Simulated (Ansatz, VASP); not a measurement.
# C3N4: VASP beside Ansatz

One calculation is typed for both programs; each brings its own data sets. How far apart do they land? The cell is taken from a series of runs on this material, whose earlier steps may have relaxed, scaled, displaced or heated it; both programs get it as it stands.

Program: Ansatz 0.2.0. Level of theory: plane waves, with VASP 6.6.1 beside it; single point at PBEsol. Results are calculated unless marked as measured.

## (1) Set-up

Symmetry: P-43m, No. 215, cubic system. Conventional cell: a = 3.457 Å, b = 3.457 Å, c = 3.457 Å, α = 90.00°, β = 90.00°, γ = 90.00°. Nearest to C lie 4 N at 1.49 Å. N has 3 C at 1.49 Å nearest. Farther neighbours and most contacts between anions are not listed.

Structure file:

```xyz
7
Lattice="3.4568 0.0000 0.0000 0.0000 3.4568 0.0000 0.0000 0.0000 3.4568" Properties=species:S:1:pos:R:3 pbc="T T T"
C     0.0000    0.0000    1.7284
C     1.7284    0.0000    0.0000
C     0.0000    1.7284    0.0000
N     0.8493    0.8493    2.6075
N     2.6075    2.6075    2.6075
N     0.8493    2.6075    0.8493
N     2.6075    0.8493    0.8493
```

## (2) VASP: single point, PBEsol

With cell and atoms fixed, the geometry can't cause a difference; cores, projectors, grids and the points listed under the comparison can.

Lines of VASP's logs that name or quote its potential files are left out, and so is its time.

Input file INCAR:

```
SYSTEM = C3N4
PREC = Accurate
ENCUT = 600
EDIFF = 1E-06
NELM = 120
ISMEAR = 0
SIGMA = 0.1
LREAL = .FALSE.
ALGO = Normal
GGA = PS
NBANDS = 23
LORBIT = 11
LWAVE = .FALSE.
LCHARG = .FALSE.
ISIF = 2
LASPH = .TRUE.
GGA_COMPAT = .FALSE.
EFERMI = MIDGAP
KPAR = 2
```

Input file POSCAR:

```
C3N4
1.0
    3.4567650000      0.0000000000      0.0000000000
    0.0000000000      3.4567650000      0.0000000000
    0.0000000000      0.0000000000      3.4567650000
C N
3 4
Direct
    0.0000000000      0.0000000000      0.5000000000
    0.5000000000      0.0000000000      0.0000000000
    0.0000000000      0.5000000000      0.0000000000
    0.2456870000      0.2456870000      0.7543130000
    0.7543130000      0.7543130000      0.7543130000
    0.2456870000      0.7543130000      0.2456870000
    0.7543130000      0.2456870000      0.2456870000
```

Input file KPOINTS:

```
Automatic mesh
0
Gamma
6 6 6
0 0 0
```

The projector-augmented-wave data sets are C and N (PBE family, release 64).

Started as:

```
mpirun -np 2 vasp_std
```

Numbers of over 12 decimals in the logs are rounded to 6 here.

Log:

```text
[banner, memory and clock lines left out]
running    2 mpi-ranks, on    1 nodes
 distrk:  each k-point on    1 cores,    2 groups
 distr:  one band on    1 cores,    1 groups

 POSCAR found type information on POSCAR C N
 POSCAR found :  2 types and       7 ions
|                                                                             |
|               ----> ADVICE to this user running VASP <----                  |
|                                                                             |
|     You enforced a specific xc type in the INCAR file but a different       |
|     [... a line on the potential file left out ...]
|     I HOPE YOU KNOW WHAT YOU ARE DOING!                                     |
|                                                                             |

 LDA part: xc-table for (Slater+PW92), standard interpolation
 POSCAR, INCAR and KPOINTS ok, starting setup
 FFT: planning ... GRIDC
 FFT: planning ... GRID_SOFT
 FFT: planning ... GRID
 WAVECAR not read
 entering main loop
       N       E                     dE             d eps       ncg     rms          rms(c)
DAV:   1     0.135802713395E+03    0.13580E+03   -0.19709E+04   920   0.156E+03
DAV:   2    -0.549173300964E+02   -0.19072E+03   -0.18063E+03  1200   0.347E+02
DAV:   3    -0.626883424021E+02   -0.77710E+01   -0.76771E+01  1186   0.683E+01
DAV:   4    -0.628114063509E+02   -0.12306E+00   -0.12268E+00  1230   0.814E+00
DAV:   5    -0.628147739349E+02   -0.33676E-02   -0.33659E-02  1160   0.104E+00    0.129E+01
DAV:   6    -0.602495013337E+02    0.25653E+01   -0.59881E+00  1189   0.168E+01    0.642E+00
DAV:   7    -0.600164747644E+02    0.23303E+00   -0.63560E-01  1151   0.592E+00    0.367E+00
DAV:   8    -0.599562697111E+02    0.60205E-01   -0.11960E-01  1205   0.231E+00    0.583E-01
DAV:   9    -0.599535301127E+02    0.27396E-02   -0.10633E-02  1181   0.864E-01    0.260E-01
DAV:  10    -0.599534993882E+02    0.30724E-04   -0.11563E-03  1179   0.254E-01    0.530E-02
DAV:  11    -0.599534826241E+02    0.16764E-04   -0.17248E-04  1124   0.948E-02    0.150E-02
DAV:  12    -0.599534861795E+02   -0.35554E-05   -0.10209E-05  1225   0.272E-02    0.714E-03
DAV:  13    -0.599534867683E+02   -0.58880E-06   -0.10014E-06   849   0.821E-03
   1 F= -.59953487E+02 E0= -.59953487E+02  d E =-.177632E-63
```

Parts of OUTCAR (step 2):

```text
ion  position               nearest neighbor table
   1  0.000  0.000  0.500-   4 1.49   5 1.49   6 1.49   7 1.49
   2  0.500  0.000  0.000-   4 1.49   5 1.49   6 1.49   7 1.49
   3  0.000  0.500  0.000-   4 1.49   5 1.49   6 1.49   7 1.49
   4  0.246  0.246  0.754-   1 1.49   2 1.49   3 1.49
   5  0.754  0.754  0.754-   1 1.49   2 1.49   3 1.49
   6  0.246  0.754  0.246-   1 1.49   2 1.49   3 1.49
   7  0.754  0.246  0.246-   1 1.49   2 1.49   3 1.49

  LATTYP: Found a simple cubic cell.
 ALAT       =     3.4567650000

 Subroutine GETGRP returns: Found 24 space group operations
 (whereof 24 operations were pure point group operations)

The static configuration has the point symmetry T_d .

 Found     20 irreducible k-points:

   k-points           NKPTS =     20   k-points in BZ     NKDIM =     20   number of bands    NBANDS=     23

   dimension x,y,z NGX =    28 NGY =   28 NGZ =   28
   dimension x,y,z NGXF=    56 NGYF=   56 NGZF=   56

   ENCUT  =  600.0 eV  44.10 Ry    6.64 a.u.   6.90  6.90  6.90*2*pi/ulx,y,z

   NELECT =      32.0000    total number of electrons

 k-points in reciprocal lattice and weights: Automatic mesh
   0.00000000  0.00000000  0.00000000       0.005
   0.16666667  0.00000000  0.00000000       0.028
   0.33333333  0.00000000  0.00000000       0.028
   0.50000000  0.00000000  0.00000000       0.014
   0.16666667  0.16666667  0.00000000       0.056
   0.33333333  0.16666667  0.00000000       0.111
   0.50000000  0.16666667  0.00000000       0.056
   0.33333333  0.33333333  0.00000000       0.056
   0.50000000  0.33333333  0.00000000       0.056
[...]
0.50000000  0.50000000  0.33333333       0.028
   0.50000000  0.50000000  0.50000000       0.005

 average (electrostatic) potential at core
       1 -49.0270       2 -49.0270       3 -49.0270       4 -60.5467       5 -60.5467
       6 -60.5467       7 -60.5467

 E-fermi :  10.5369

 k-point     1 :       0.0000    0.0000    0.0000
  band No.  band energies     occupation
    ...
     12       2.9059      2.00000
     13       2.9059      2.00000
     14       9.3522      2.00000
     15       9.3522      2.00000
     16       9.3522      2.00000
     17      11.7215      0.00000
     18      11.7215      0.00000
     19      11.7215      0.00000
     20      14.5597      0.00000
     21      14.5597      0.00000
    ...

 k-point     2 :       0.1667    0.0000    0.0000
  band No.  band energies     occupation
    ...
     12       2.6561      2.00000
     13       2.6561      2.00000
     14       8.7439      2.00000
     15       8.9981      2.00000
     16       8.9981      2.00000
     17      11.8308      0.00000
     18      12.7095      0.00000
     19      12.7095      0.00000
     20      14.8825      0.00000
     21      15.4053      0.00000
    ...

 k-point     3 :       0.3333    0.0000    0.0000
  band No.  band energies     occupation
    ...
     12       2.4328      2.00000
     13       3.5658      2.00000
     14       7.2543      2.00000
     15       8.3019      2.00000
     16       8.3019      2.00000
     17      12.1685      0.00000
     18      15.1209      0.00000
     19      15.1209      0.00000
     20      15.1279      0.00000
     21      16.9813      0.00000
    ...

  Total       -2.2460499     -2.2460499     -2.2460499      0.0000000      0.0000000      0.0000000
  in kB      -87.1205124    -87.1205124    -87.1205124      0.0000000      0.0000000      0.0000000
  external PRESSURE =     -87.1205124 kB  Pullay stress =       0.0000000 kB

  energy-cutoff  :      600.00
  volume of cell :       41.31
      direct lattice vectors                 reciprocal lattice vectors
     3.456765000  0.000000000  0.000000000     0.289287817  0.000000000  0.000000000
     0.000000000  3.456765000  0.000000000     0.000000000  0.289287817  0.000000000
     0.000000000  0.000000000  3.456765000     0.000000000  0.000000000  0.289287817

 POSITION                                       TOTAL-FORCE (eV/Angst)
 -----------------------------------------------------------------------------------
      0.00000      0.00000      1.72838        -0.000000     -0.000000      0.000000
      1.72838      0.00000      0.00000        -0.000000     -0.000000      0.000000
      0.00000      1.72838      0.00000        -0.000000      0.000000      0.000000
      0.84928      0.84928      2.60748        -0.027760     -0.027760      0.027760
      2.60748      2.60748      2.60748         0.027760      0.027760      0.027760
      0.84928      2.60748      0.84928        -0.027760      0.027760     -0.027760
      2.60748      0.84928      0.84928         0.027760     -0.027760     -0.027760
 -----------------------------------------------------------------------------------
    total drift:                               -0.000000     -0.000000     -0.000000

  FREE ENERGIE OF THE ION-ELECTRON SYSTEM (eV)
  ---------------------------------------------------
  free  energy   TOTEN  =       -59.9534867683 eV

  energy  without entropy=      -59.9534867683  energy(sigma->0) =      -59.95348677

 total charge
# of ion       s       p       d       tot
------------------------------------------
    1        0.800   1.607   0.000   2.407
    2        0.800   1.607   0.000   2.407
    3        0.800   1.607   0.000   2.407
    4        1.206   2.664   0.000   3.870
    5        1.206   2.664   0.000   3.870
    6        1.206   2.664   0.000   3.870
    7        1.206   2.664   0.000   3.870
--------------------------------------------------
tot          7.224  15.477   0.000  22.701

[... 3 further parts left out ...]
```

The run ends at a pressure of -8.71 GPa, with forces up to 0.048 eV/Å.

## (3) Ansatz: single point, PBEsol

Ansatz runs on its default PAW (the set named soft_2) files.

The same cell, functional, mesh and smearing now go to Ansatz, which takes its cutoff from its data sets.

Input file input.yaml:

```yaml
crystal:
  lattice:
    - [3.456765, 0.0, 0.0]
    - [0.0, 3.456765, 0.0]
    - [0.0, 0.0, 3.456765]
  atoms:
    - { symbol: C, position: [0.0, 0.0, 0.5] }
    - { symbol: C, position: [0.5, 0.0, 0.0] }
    - { symbol: C, position: [0.0, 0.5, 0.0] }
    - { symbol: "N", position: [0.245687, 0.245687, 0.754313] }
    - { symbol: "N", position: [0.754313, 0.754313, 0.754313] }
    - { symbol: "N", position: [0.245687, 0.754313, 0.245687] }
    - { symbol: "N", position: [0.754313, 0.245687, 0.245687] }
kpoints:
  mp_grid: { grid: [6, 6, 6] }
hamiltonian:
  xc: pbesol
scf:
  occupations: { method: gaussian, width: 0.1 }
output:
  forces: true
  stress: true
  eigenvalues: true
```

Started as:

```
ansatz run input.yaml --threads 4 --pin off --max-ram 7168MiB --backend cpu --events-out ev --progress --plain --runs-dir out
```

Log:

```text
Engine: ansatz 0.2.0, aarch64-unknown-linux-gnu
Pseudopotentials: kind: paw
Pseudopotential: C, paw, valence charge 4, recommended cutoff 420 eV (normal), C.paw.azcp
Pseudopotential: N, paw, valence charge 5, recommended cutoff 420 eV (normal), N.paw.azcp
Functional definition: PBEsol
  exchange = pbesol_x
  correlation = pbesol_c
Crystal: 7 atoms, lattice volume = 41.306 Å³
Basis set: ecut = 420 eV, 799 PW (Γ), exchange–correlation on 48×48×48 points (8 copies of the dense FFT grid, shifted against one another)
Bands: 23, of which v1, the nominal top of the filled ones, is band 16 counted from 1 (15 counted from 0)
Symmetry: 24 space group operations
Space group: P-43m (ITA 215), of the structure as read, at distance tolerance 3.5e-5 Å
k-points: 20 of 216 (time reversal used)
Non-local potential: C, projectors of the file, l = 0: 2, l = 1: 2, l = 2: 1
Non-local potential: N, projectors of the file, l = 0: 2, l = 1: 2, l = 2: 1
PAW form: soft (Blöchl's): semilocal exchange-correlation on the pseudo side does not see the compensation charge
PAW frozen core: C, regenerated for the run's functional, and the local potential with it (the file was generated under x = pbe(κ = 0.804, μ = 0.219515), c = pbe(β = 0.066725))
PAW frozen core: N, regenerated for the run's functional, and the local potential with it (the file was generated under x = pbe(κ = 0.804, μ = 0.219515), c = pbe(β = 0.066725))
PAW one-centre angular grid: C, 110 points (default); XC on 64 Gauss nodes
PAW one-centre angular grid: N, 110 points (default); XC on 64 Gauss nodes
Initial density: superposition of atomic densities (neutral atoms: chi_scale 0, normalization atom), corrected by the library's trained network
Initial wavefunctions: pseudopotential atomic-orbital guess
Functional: x = pbesol(κ = 0.804, μ = 0.123457), c = pbesol(β = 0.046)
SCF iter   1: F=—  HF=-2250.550628 eV  |F-HF|=—  |Δ(HF+E_count)|=         —  Δρ=1.05e-2  dr2=3.61e-2  ethr=1.77e-3  ⟨swp⟩=6.0  Hψ=2102  notcnv=0
preconditioner: auto → Resta (q_TF=auto, 2.615 Å⁻¹)  ε∞=4.5  [insulator: Δε(μ)=2.420 eV  Ē_g=17.359 eV  σ=0.100 eV  W_gap=1.00  n_scr=18 (ndim 8)  ℏωp=32.7 eV  f_vac=0.000  D(μ)=0.00/eV (n_scr^D=0)  ε∞_Penn≈4.5]
SCF iter   2: F=—  HF=-2250.542370 eV  |F-HF|=—  |Δ(HF+E_count)|=   8.26e-3  Δρ=5.56e-3  dr2=9.27e-3  ethr=1.13e-4  ⟨swp⟩=1.4  Hψ=673  notcnv=0  defer=1
SCF iter   3: F=—  HF=-2250.540160 eV  |F-HF|=—  |Δ(HF+E_count)|=   2.21e-3  Δρ=1.33e-3  dr2=5.74e-4  ethr=2.90e-5  ⟨swp⟩=2.4  Hψ=691  notcnv=0
automatic band count: iteration 3 solves 22 bands in place of 23: the levels show a gap, and the empty bands left out lie too high to hold charge; the band table lists the bands solved (type scf.n_extra_bands for more)
SCF iter   4: F=—  HF=-2250.540080 eV  |F-HF|=—  |Δ(HF+E_count)|=   7.99e-5  Δρ=3.75e-4  dr2=2.58e-5  ethr=1.79e-6  ⟨swp⟩=2.5  Hψ=778  notcnv=0
SCF iter   5: F=—  HF=-2250.540219 eV  |F-HF|=—  |Δ(HF+E_count)|=   1.39e-4  Δρ=5.57e-5  dr2=6.51e-7  ethr=8.06e-8  ⟨swp⟩=2.9  Hψ=762  notcnv=0
SCF iter   6: F=-2250.540219 eV  HF=-2250.540219 eV  |F-HF|=2.31e-8  |Δ(HF+E_count)|=  2.00e-10  Δρ=1.37e-5  dr2=3.28e-8  ethr=3.13e-10  ⟨swp⟩=8.2  Hψ=2062  notcnv=0
SCF 1 converged in 6 iterations: F = -2250.540219 eV  dr2 = 3.28e-8
  greatest PAW one-centre occupation: 0.780 electrons in one spin orbital (limit 2), on the N atom at site 4 (counted from 0), in its partial waves of l = 0
SCF converged after 6 iterations
Free energy (F): -2250.540219 eV
Harris-Foulkes:  -2250.540219 eV  (|F-HF|=2.31e-8)
Internal energy: -2250.540219 eV  (E = F + TS)
E sigma→0 (E₀):  -2250.540219 eV
Fermi energy:    14.110304 eV
--- Per-component energies (eV) ---
  E_band       = 81.104861
  E_kinetic    = 800.593721
  E_local      = -819.239293  (includes V_loc(G=0)·N_el)
  E_nonlocal   = 260.799796
  E_hartree    = 208.574713
  E_xc         = -380.298837
  E_vxc        = -481.088131  (∫ρ·V_xc dr)
  E_paw        = -776.113488  (= ΣΔE_a)
  E_vpaw       = -97.111536  (= ΣTr[D̂ρ^β])
  E_aug_tail   = 0.000396  (compensation charges beyond the density's cutoff)
  E_ewald      = -1545.032924
  E_core_change = 0.175697  (= ΣΔE_core)
  E_smearing   = -0.000000  (= −TS)
  E_closure    = -0.000000  (closes the sum)
  Σ components = -2250.540219   (vs F -2250.540219, Δ=0.00e0)
--- Forces (eV/Å), atoms counted from 1 ---
  atom   1  C     -0.00000000     0.00000000     0.00000000
  atom   2  C     -0.00000000    -0.00000000     0.00000000
  atom   3  C     -0.00000000     0.00000000    -0.00000000
  atom   4  N     -0.03688556    -0.03688556     0.03688556
  atom   5  N      0.03688556     0.03688556     0.03688556
  atom   6  N     -0.03688556     0.03688556    -0.03688556
  atom   7  N      0.03688556    -0.03688556    -0.03688556
  max |Σ_I F_I| component: 4.23e-16 eV/Å
--- Stress (GPa, compression-positive) ---
       -9.279483      -0.000000       0.000000
       -0.000000      -9.279483      -0.000000
        0.000000      -0.000000      -9.279483
  P = ⅓ Tr σ = -9.2795 GPa (-92.795 kbar)
--- Band table (eV; the first three rows and the last of 20) ---
  k-point 0: bands = [... 12 lower, 6.4765, 12.9169, 12.9169, 12.9169, 15.3037, 15.3037, 15.3037, 18.1447, ... 2 higher]
  k-point 1: bands = [... 12 lower, 6.2284, 12.3074, 12.5601, 12.5601, 15.4120, 16.2910, 16.2910, 18.4660, ... 2 higher]
  k-point 2: bands = [... 12 lower, 7.1287, 10.8166, 11.8616, 11.8616, 15.7475, 18.6971, 18.6971, 18.7109, ... 2 higher]
  k-point 19: bands = [... 12 lower, 7.3014, 12.6797, 12.6797, 12.6797, 18.6133, 18.6133, 18.6133, 19.4277, ... 2 higher]
```

The run ends at a pressure of -9.28 GPa, with forces up to 0.064 eV/Å.

## (4) Comparison

Known differences besides the potentials themselves: the cutoff is 420 eV in Ansatz and 600 eV in VASP; Ansatz makes its cores anew for this functional, VASP keeps those of its PBE data sets. Total energies have different zeros and are not compared.

Compared:

```
              quantity  Ansatz   VASP  difference
        pressure (GPa)   -9.28  -8.71       -0.57
gap on the k mesh (eV)   2.387  2.369      +0.017
```

Forces (eV/Å; atoms numbered as in POSCAR):

```
atom         Ansatz x, y, z           VASP x, y, z
  C1    0.000, 0.000, 0.000    0.000, 0.000, 0.000
  C2    0.000, 0.000, 0.000    0.000, 0.000, 0.000
  C3    0.000, 0.000, 0.000    0.000, 0.000, 0.000
  N4  -0.037, -0.037, 0.037  -0.028, -0.028, 0.028
  N5    0.037, 0.037, 0.037    0.028, 0.028, 0.028
  N6  -0.037, 0.037, -0.037  -0.028, 0.028, -0.028
  N7  0.037, -0.037, -0.037  0.028, -0.028, -0.028
```

The forces differ by 6.9 meV/Å r.m.s., which is 32.9 % of the r.m.s. force of 0.021 eV/Å (both taken over all components). A gap on the mesh is an upper bound, since the band edges may lie between its points.

## (5) Results

```json
{"difference in gap on the k mesh (single point, PBEsol)": "0.017 eV", "r.m.s. force difference (single point, PBEsol)": "6.9 meV/Å", "difference in pressure (single point, PBEsol)": "-0.57 GPa"}
```

**Reading.** The r.m.s. force difference is 6.9 meV/Å (single point, PBEsol), within the 12 meV/Å picked in this series as the mark of a large difference. How closely two codes agree says nothing of how well the functional describes the real material.

[Lines on the potential files, build, host, timing and source positions are cut from VASP's logs without a mark.]

[Logs are printed without paths, hosts, clocks, repeated set-up lines and the standing remarks that a program may print on its own settings, such as how far it seeks lower states.]

[Hosts, paths, dates, database ids (printed as entryN), source tags and the programs' standing remarks are cut or masked in the printed files.]
